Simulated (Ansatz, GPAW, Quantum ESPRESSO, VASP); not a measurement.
## One structure in several programs: NaSn2Pd3 (P6mm, 6 atoms in the cell)

Self-consistent single point, at a second geometry (lattice scaled by 0.98). First geometry:

```xyz
6
Lattice="5.8883 0.0000 0.0000 -2.9441 5.0994 0.0000 0.0000 0.0000 4.3490" Properties=species:S:1:pos:R:3 pbc="T T T"
Na     0.0000     0.0000     0.8377
Sn     2.9441     1.6998     2.1577
Sn     0.0000     3.3996     2.1577
Pd    -1.4721     2.5497     4.3273
Pd     2.9441     0.0000     4.3273
Pd     1.4721     2.5497     4.3273
```

Shared settings, as Ansatz (a program for electronic structure) writes them: kpoints.mp_grid.grid = 5 5 5; scf.occupations.method = gaussian; scf.occupations.width = 0.05 eV. Potentials and cutoffs stand in the table.

```
code                                                              model  ΔF from the first geometry (meV/atom)  pressure (GPa)  largest force (eV/Å)  cutoff
----------------  -----------------------------------------------------  -------------------------------------  --------------  --------------------  ------
GPAW              PBEsol, GPAW PAW datasets PBEsol (made by gpaw-setup)                                  -34.2           -1.74                 0.016  850 eV
Ansatz                                  PBEsol, PAW files made with PBE                                  -34.4           -1.79                 0.016  420 eV
VASP                         PBEsol, VASP's PBE PAW potentials (set 64)                                  -33.3           -1.94                 0.017  300 eV
Quantum ESPRESSO   PBEsol, GBRV 1.5 ultrasoft (PBESOL) pseudopotentials                                  -33.2           -1.62                 0.020   40 Ry
```

Size of the force on each atom (eV/Å): Sizes of forces hide their directions.

```csv
code,Na1,Sn2,Sn3,Pd4,Pd5,Pd6
GPAW,0.016,0.008,0.008,0.011,0.011,0.011
Ansatz,0.016,0.006,0.006,0.009,0.009,0.009
VASP,0.017,0.007,0.007,0.010,0.010,0.010
Quantum ESPRESSO,0.020,0.006,0.006,0.011,0.011,0.011
```

On Ansatz's run: spin polarisation is off.

The spread over the programs that give each value: ΔF from the first geometry within 1.2 meV/atom; pressure within 0.32 GPa; largest force within 0.004 eV/Å.

Ansatz's pressure is given at a fixed set of plane waves, as the other plane-wave codes print theirs.

VASP's run is marked for a possible Pulay error in its stress at this cutoff; no cutoff test was made.

The starting cell comes from a database of computed structures (which also holds hypothetical and non-ambient phases and stackings), without a prior relaxation at this level. Its lattice was rescaled by a random factor within 2.5 % of one. For this run, on top of that: lattice scaled by 0.98.

Left out of this page: CP2K (unsound by tests on forces, stress, charge or solver warnings); Elk, FLEUR and SIESTA (not drawn, or without a comparable value).

Keys are those of Ansatz 0.2.
